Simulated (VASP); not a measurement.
```xyz
4
Lattice="1.6881 -5.3448 0.0000 1.6881 5.3448 0.0000 0.0000 0.0000 4.4676" Properties=species:S:1:pos:R:3 pbc="T T T"
P      1.6881     4.2577     4.1075
P      1.6881     1.0871     1.8737
P      1.6881    -1.0871     2.5939
P      1.6881    -4.2577     0.3601
```

The base run (VASP): PBE GGA, plane waves, VASP's PBE PAW potentials (set 64). Run with 400 eV cut-off, 6×6×5 Γ-centred mesh, Gaussian smearing of 0.050 eV, potentials P.

One setting is varied; ΔE counts from the base run. The base run took about 20 core-seconds. Times come from single runs on busy shared machines, so they are rough: good to a factor of about 2.

Pressures at a finite cut-off, here 400 eV, hold a Pulay part, which wasn't tested here.

| setting | cost over the base run | electronic steps | ΔE (meV/atom) | pressure (GPa) |
|---|---|---|---|---|
| KPOINTS 2×2×2 Monkhorst-Pack mesh | about 1/5 | 12 | 194.1 | -0.19 |
| KPOINTS 3×3×2 Monkhorst-Pack mesh | about 1/4 | 12 | 51.5 | -1.72 |
| KPOINTS 4×4×3 Monkhorst-Pack mesh | about 1/3 | 12 | 25.6 | -2.16 |
| KPOINTS 6×6×5 Monkhorst-Pack mesh | within a factor of 2 | 12 | 0.3 | -2.41 |
| base run | reference | 12 | 0.0 | -2.47 |

Left out are runs that failed, have no time on record or changed the cell.

The compound is P in the black structure. The cell was not relaxed at this level.
